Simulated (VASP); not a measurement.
Data:

```
CELL_PARAMETERS angstrom
      0.00000     2.40822     2.40822
      2.40822     0.00000     2.40822
      2.40822     2.40822     0.00000
ATOMIC_POSITIONS crystal
  B  0.00000 0.00000 0.00000
  As 0.25000 0.25000 0.25000
```

Level of theory: PBE GGA, VASP's PBE PAW potentials (set 64) (plane waves; VASP). Settings: 620 eV cut-off, 9×9×9 Γ-centred mesh, Gaussian smearing of 0.050 eV, potentials B As.

### Question
What does the run give for the energy per atom (σ→0)?

### Answer

The energy per atom (σ→0) comes out as -5.707 eV/atom.

Total energies compare only between runs with the same potentials, cut-off and functional.

The compound is BAs in the zinc blende structure. It was relaxed first.
